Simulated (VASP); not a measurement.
# TcSe2 (R-3m) in VASP: a series of runs

One crystal, TcSe2, is run at these levels: r2SCAN+U; tasks: single point.

Program: VASP 6.6.1. These are calculated values, not measurements. Logs are shortened: lines on timing, memory, paths and dates and some standing lists are left out, and cuts for length are marked.

**1. The crystal as given**

The structure is trigonal, space group R-3m (No. 166). The conventional cell has a = 3.857 Å, b = 3.857 Å, c = 17.491 Å, α = 90.00°, β = 90.00°, γ = 120.00°. Tc (site symmetry -3m) has 6 Se at 2.64 Å as nearest neighbours. Se (site symmetry 3m) is surrounded by 3 Tc at 2.64 Å.

The cell was built by a generator and needn't be a form met in nature.

**2. Single point, r2SCAN+U, collinear spin, ferromagnetic start**

Contents of INCAR:

```
SYSTEM = TcSe2
  PREC = Accurate
  ENCUT = 520
  EDIFF = 1E-6
  ISMEAR = 0
  SIGMA = 0.05
  LREAL = .FALSE.
  LASPH = .TRUE.
  NELM = 60
  ALGO = Normal
  ISIF = 2
  LWAVE = .FALSE.
  LCHARG = .FALSE.
  ISPIN = 2
  MAGMOM = 0.5 0 0
  LORBIT = 11
  LMAXMIX = 4
  LDAU = .TRUE.
  LDAUTYPE = 2
  LDAUL = 2 -1
  LDAUU = 2 0
  LDAUJ = 0 0
  LDAUPRINT = 1
  METAGGA = R2SCAN
  LMIXTAU = .TRUE.
```

Contents of KPOINTS:

```
Automatic mesh
0
G
  6 6 6
  0 0 0
```

Contents of POSCAR:

```
TcSe2
1.0
    1.9284189500      1.1133732000      5.8303367600
   -1.9284189500      1.1133732000      5.8303367600
    0.0000000000     -2.2267463900      5.8303367600
Tc Se
1 2
Direct
    0.0000000000      0.0000000000      0.0000000000
    0.2520000000      0.2520000000      0.2520000000
    0.7480000000      0.7480000000      0.7480000000
```

Potentials or basis: VASP PAW PBE potentials, release 64 (Tc_pv, Se).

On the command line:

```bash
cat potpaw_PBE.64/Tc_pv/POTCAR potpaw_PBE.64/Se/POTCAR > POTCAR
mpirun -np 1 vasp_std > vasp.out
```

OUTCAR:

```text
SYSTEM = TcSe2
   PREC = Accurate
   ENCUT = 520
   EDIFF = 1E-6
   ISMEAR = 0
   LREAL = .FALSE.
   LASPH = .TRUE.
   NELM = 60
   ISIF = 2
   ISPIN = 2
   LORBIT = 11
   METAGGA = R2SCAN

 ion  position               nearest neighbor table
   1  0.000  0.000  0.000-   3 2.64   2 2.64   3 2.64   3 2.64   2 2.64   2 2.64
   2  0.252  0.252  0.252-   1 2.64   1 2.64   1 2.64
   3  0.748  0.748  0.748-   1 2.64   1 2.64   1 2.64

  LATTYP: Found a trigonal (rhomboedric) cell.
 ALAT       =     6.2410917526
 COS(alpha) =     0.8090535272

  Lattice vectors:

 A1 = (   1.9284189500,   1.1133732000,   5.8303367600)
 A2 = (  -1.9284189500,   1.1133732000,   5.8303367600)
 A3 = (   0.0000000000,  -2.2267463900,   5.8303367600)

Analysis of symmetry for initial positions (statically):
=====================================================================
 Subroutine PRICEL returns:
 Original cell was already a primitive cell.

 Routine SETGRP: Setting up the symmetry group for a
 trigonal (rhombohedral) supercell.

 Subroutine GETGRP returns: Found 12 space group operations
 (whereof 12 operations were pure point group operations)
 out of a pool of 12 trial point group operations.

The static configuration has the point symmetry D_3d.

Analysis of symmetry for dynamics (positions and initial velocities):
=====================================================================
 Subroutine PRICEL returns:
 Original cell was already a primitive cell.

 Routine SETGRP: Setting up the symmetry group for a
 trigonal (rhombohedral) supercell.

 Subroutine GETGRP returns: Found 12 space group operations
 (whereof 12 operations were pure point group operations)
 out of a pool of 12 trial point group operations.

The dynamic configuration has the point symmetry D_3d.

Analysis of structural, dynamic, and magnetic symmetry:
=====================================================================
 Subroutine PRICEL returns:
 Original cell was already a primitive cell.

 Routine SETGRP: Setting up the symmetry group for a
 trigonal (rhombohedral) supercell.

 Subroutine GETGRP returns: Found 12 space group operations
 (whereof 12 operations were pure point group operations)
 out of a pool of 12 trial point group operations.

The overall configuration has the point symmetry D_3d.

 Subroutine INISYM returns: Found 12 space group operations
 (whereof 12 operations are pure point group operations),
 and found     1 'primitive' translations

----------------------------------------------------------------------------------------

                                     Primitive cell

  volume of cell :      75.1081

  direct lattice vectors                    reciprocal lattice vectors
     1.928418950  1.113373200  5.830336760     0.259279759  0.149695239  0.057172226
    -1.928418950  1.113373200  5.830336760    -0.259279759  0.149695239  0.057172226
     0.000000000 -2.226746390  5.830336760     0.000000000 -0.299390478  0.057172227

  length of vectors
     6.241091753  6.241091753  6.241091749     0.304800461  0.304800461  0.304800462

  position of ions in fractional coordinates (direct lattice)
     0.000000000  0.000000000  0.000000000
     0.252000000  0.252000000  0.252000000
     0.748000000  0.748000000  0.748000000

  ion indices of the primitive-cell ions
   primitive index   ion index
                 1           1
                 2           2
                 3           3

[... 73 lines left out ...]
   EDIFFG = 0.1E-04   stopping-criterion for IOM
   NSW    =      0    number of steps for IOM
   IBRION =     -1    ionic relax: 0-MD 1-quasi-New 2-CG
   NFREE  =      0    steps in history (QN), initial steepest desc. (CG)
   ISIF   =      2    stress and relaxation
   ISYM   =      2    0-nonsym 1-usesym 2-fastsym
   POTIM  = 0.5000    time-step for ionic-motion
   TEBEG  =    0.0;   TEEND  =   0.0 temperature during run
   PSTRESS=    0.0 pullay stress
   NELECT =      25.0000    total number of electrons
   NUPDOWN=      -1.0000    fix difference up-down
   EMIN   =  10.00;   EMAX   =-10.00  energy-range for DOS
   EFERMI =   0.00;   METHOD = LEGACY
   ISMEAR =     0;   SIGMA  =   0.05  broadening in eV -4-tet -1-fermi 0-gaus
   EFERMI_NEDOS =   21; number of points for ismear=-14 and -15
   IALGO  =     38    algorithm
   IMIX   =      4    mixing-type and parameters
     AMIX     =   0.40;   BMIX     =  1.00
     AMIX_MAG =   1.60;   BMIX_MAG =  1.00
  volume/ion in A,a.u.               =      25.04       168.95
  Fermi-wavevector in a.u.,A,eV,Ry     =   1.134556  2.143999 17.513645  1.287217
  Thomas-Fermi vector in A             =   2.271260
   LORBIT       =     11    0 simple, 1 ext, 2 COOP (PROOUT), +10 PAW based schemes
 LDA+U is selected, type is set to LDAUTYPE =  2
   angular momentum for each species LDAUL =     2   -1
   U (eV)           for each species LDAUU =   2.0  0.0
   J (eV)           for each species LDAUJ =   0.0  0.0
   METAGGA = R2SCAN    functional components
   LHFCALC =     F    Hartree Fock is set to
   AEXX    =    0.0000 exact exchange contribution
   IVDW    =     0    specifies the selected vdW correction
   LEPSILON=     F    determine dielectric tensor
   LRPA    =     F    only Hartree local field effects (RPA)
 spin polarized calculation
 Gauss-broadening in eV      SIGMA  =   0.05
  energy-cutoff  :      520.00
  volume of cell :       75.11
 maximum number of plane-waves:      2040
 NGX is ok and might be reduce to    48
   NGX = 23   NGY = 23   NGZ = 23

atom =   1  type =  1  l = 2

 onsite density matrix

spin component  1

  0.7783  0.0000 -0.0000 -0.1534  0.0000
  0.0000  0.6841  0.0000  0.0000 -0.1534
 -0.0000  0.0000  0.8927 -0.0000 -0.0000
 -0.1534  0.0000 -0.0000  0.6841  0.0000
  0.0000 -0.1534 -0.0000  0.0000  0.7783

spin component  2

  0.1815  0.0000 -0.0000  0.1411  0.0000
  0.0000  0.2557 -0.0000 -0.0000  0.1411
 -0.0000 -0.0000  0.0670 -0.0000 -0.0000
  0.1411 -0.0000 -0.0000  0.2557  0.0000
  0.0000  0.1411 -0.0000  0.0000  0.1815

 occupancies and eigenvectors

  o =  0.0670  v =  0.0000  0.0000  0.0000  0.0000  0.0000  0.0000  0.0000 -1.0000  0.0000 -0.0000      0.0000  0.0000  0.0000  0.0000  0.0000  0.0000  0.0000  0.0000  0.0000  0.0000
  o =  0.0727  v =  0.0000  0.0000  0.0000  0.0000  0.0000  0.0000  0.6106  0.0000  0.0000 -0.7919      0.0000  0.0000  0.0000  0.0000  0.0000  0.0000  0.0000  0.0000  0.0000  0.0000
  o =  0.0727  v =  0.0000  0.0000  0.0000  0.0000  0.0000 -0.7919  0.0000 -0.0000  0.6106  0.0000      0.0000  0.0000  0.0000  0.0000  0.0000  0.0000  0.0000  0.0000  0.0000  0.0000
  o =  0.3645  v =  0.0000  0.0000  0.0000  0.0000  0.0000  0.0000 -0.7919  0.0000  0.0000 -0.6106      0.0000  0.0000  0.0000  0.0000  0.0000  0.0000  0.0000  0.0000  0.0000  0.0000
  o =  0.3645  v =  0.0000  0.0000  0.0000  0.0000  0.0000 -0.6106  0.0000  0.0000 -0.7919 -0.0000      0.0000  0.0000  0.0000  0.0000  0.0000  0.0000  0.0000  0.0000  0.0000  0.0000
  o =  0.5708  v =  0.0000  0.8042  0.0000  0.0000  0.5943  0.0000  0.0000  0.0000  0.0000  0.0000      0.0000  0.0000  0.0000  0.0000  0.0000  0.0000  0.0000  0.0000  0.0000  0.0000
  o =  0.5708  v = -0.5943  0.0000 -0.0000 -0.8042  0.0000  0.0000  0.0000  0.0000  0.0000  0.0000      0.0000  0.0000  0.0000  0.0000  0.0000  0.0000  0.0000  0.0000  0.0000  0.0000
  o =  0.8916  v =  0.0000 -0.5943  0.0000  0.0000  0.8042  0.0000  0.0000  0.0000  0.0000  0.0000      0.0000  0.0000  0.0000  0.0000  0.0000  0.0000  0.0000  0.0000  0.0000  0.0000
  o =  0.8916  v = -0.8042  0.0000  0.0000  0.5943 -0.0000  0.0000  0.0000  0.0000  0.0000  0.0000      0.0000  0.0000  0.0000  0.0000  0.0000  0.0000  0.0000  0.0000  0.0000  0.0000
  o =  0.8927  v =  0.0000 -0.0000 -1.0000 -0.0000  0.0000  0.0000  0.0000  0.0000  0.0000  0.0000      0.0000  0.0000  0.0000  0.0000  0.0000  0.0000  0.0000  0.0000  0.0000  0.0000

 number of electron      24.9999999 magnetization       2.9999885

 Free energy of the ion-electron system (eV)
  ---------------------------------------------------
  ext. energy  EPLUGINS =         0.00000000
  ---------------------------------------------------
  free energy    TOTEN  =       -53.80435877 eV

  energy without entropy =      -53.80435001  energy(sigma->0) =      -53.80435439

 E-fermi :   4.1933     XC(G=0): -10.0542

 val. band max:        4.1101393722   @ k =   0.0000   0.0000   0.0000
 cond. band min:       4.2899853676   @ k =   0.5000   0.5000  -0.0000
 fundamental gap:      0.1798459954
 Fermi energy:         4.1932782235

 spin component 1

 k-point     1 :       0.0000    0.0000    0.0000
  band No.  band energies     occupation
      1     -38.6272      1.00000
      2     -38.5812      1.00000
      3     -38.5812      1.00000
      4     -10.3050      1.00000
      5      -8.7341      1.00000
      6      -2.0561      1.00000
[... 895 lines left out ...]
      5      -9.0988      1.00000
      6      -0.9526      1.00000
[... 8 lines left out ...]
     15       6.7252      0.00000
     16       6.9522      0.00000

 [... further k-points ...]

------------------------ aborting loop because EDIFF is reached ----------------------------------------

  FORCE on cell =-STRESS in cart. coord.  units (eV):
  Direction    XX          YY          ZZ          XY          YZ          ZX
  --------------------------------------------------------------------------------------
  -------------------------------------------------------------------------------------
  Total       -2.7031228     -2.7031228     -0.3283084      0.0000000     -0.0000000      0.0000000
  in kB      -57.6619492    -57.6619489     -7.0033447      0.0000000     -0.0000000      0.0000000
  external PRESSURE =     -40.7757476 kB  Pullay stress =       0.0000000 kB

 VOLUME and BASIS-vectors are now :
 -----------------------------------------------------------------------------
  energy-cutoff  :      520.00
  volume of cell :       75.11
      direct lattice vectors                 reciprocal lattice vectors
     1.928418950  1.113373200  5.830336760     0.259279759  0.149695239  0.057172226
    -1.928418950  1.113373200  5.830336760    -0.259279759  0.149695239  0.057172226
     0.000000000 -2.226746390  5.830336760     0.000000000 -0.299390478  0.057172227

 POSITION                                       TOTAL-FORCE (eV/Angst)
 -----------------------------------------------------------------------------------
      0.00000      0.00000      0.00000         0.000000     -0.000000      0.000000
      0.00000      0.00000      4.40773         0.000000      0.000000      0.443963
      0.00000      0.00000     13.08328         0.000000     -0.000000     -0.443963
 -----------------------------------------------------------------------------------
    total drift:                                0.000000     -0.000000     -0.000000

  FREE ENERGIE OF THE ION-ELECTRON SYSTEM (eV)
  ---------------------------------------------------
  free  energy   TOTEN  =       -53.8043587691 eV

  energy  without entropy=      -53.8043500066  energy(sigma->0) =      -53.80435439

 total charge

# of ion       s       p       d       tot
------------------------------------------
    1        0.328   6.350   4.723  11.402
    2        1.469   2.355   0.032   3.856
    3        1.469   2.355   0.032   3.856
--------------------------------------------------
tot          3.265  11.060   4.788  19.114

 magnetization (x)

# of ion       s       p       d       tot
------------------------------------------
    1        0.055   0.058   2.864   2.978
    2        0.005  -0.065   0.006  -0.053
    3        0.005  -0.065   0.006  -0.053
--------------------------------------------------
tot          0.066  -0.072   2.877   2.871
```

It took 7 min on 1 thread of Intel Xeon Platinum 8559C (Emerald Rapids), shared host; peak memory 0.48 GiB.

What came out:

```
Free energy                                           : -53.8044 eV
Pressure                                              : -4.1 GPa
Largest force                                         : 0.444 eV/Å
Band gap on the k mesh                                : 0.18 eV, indirect (least direct gap 0.50 eV)
Net moment                                            : 3.00 μB per cell
Site moments                                          : Tc +2.98; Se -0.05 μB
Valence electrons inside the program's atomic spheres : Tc 11.40; Se 3.86
```

Forces on the atoms (eV/Å):
```
Tc   0.000  0.000  0.000
Se   0.000  0.000  0.444
Se   0.000  0.000 -0.444
```

Levels at points of the mesh, in eV from the valence-band top:
Spin up:
| k point | band 11 | band 12 | band 13 | band 14 | band 15 | band 16 |
| --- | --- | --- | --- | --- | --- | --- |
| (0.00, 0.00, 0.00) | -2.52 | -0.66 | -0.66 | 0.00 | 1.90 | 1.90 |
| (0.50, 0.00, 0.00) | -3.29 | -2.57 | -2.38 | -2.06 | 1.21 | 1.50 |
| (0.50, 0.50, 0.00) | -3.12 | -2.89 | -2.40 | -1.64 | 2.10 | 2.18 |
| (0.50, 0.50, 0.50) | -2.30 | -1.79 | -0.91 | -0.91 | 2.11 | 2.11 |
Spin down:
| k point | band 7 | band 8 | band 9 | band 10 | band 11 | band 12 | band 13 | band 14 | band 15 | band 16 |
| --- | --- | --- | --- | --- | --- | --- | --- | --- | --- | --- |
| (0.00, 0.00, 0.00) | -3.91 | -3.91 | -0.72 | -0.72 | -0.09 | 0.50 | 0.50 | 1.55 | 3.00 | 3.00 |
| (0.50, 0.00, 0.00) | -3.89 | -3.67 | -3.53 | -2.38 | -2.06 | 0.59 | 1.30 | 1.61 | 2.85 | 2.85 |
| (0.50, 0.50, 0.00) | -4.40 | -3.48 | -2.52 | -2.42 | -1.66 | 0.18 | 1.38 | 1.66 | 3.32 | 3.36 |
| (0.50, 0.50, 0.50) | -3.84 | -3.68 | -2.36 | -0.97 | -0.97 | 0.48 | 0.48 | 1.47 | 3.25 | 3.25 |

Eigenvalues of the final occupation matrices:
```tsv
site	spin	trace	eigenvalues
site 1 d	1	3.82	0.57 0.57 0.89 0.89 0.89
site 1 d	2	0.94	0.07 0.07 0.07 0.36 0.36
```

Caveat: the PAW data sets were made with another functional, which shifts forces and pressure a little. A k mesh can miss the band edges.

[end of part 1 of 2]
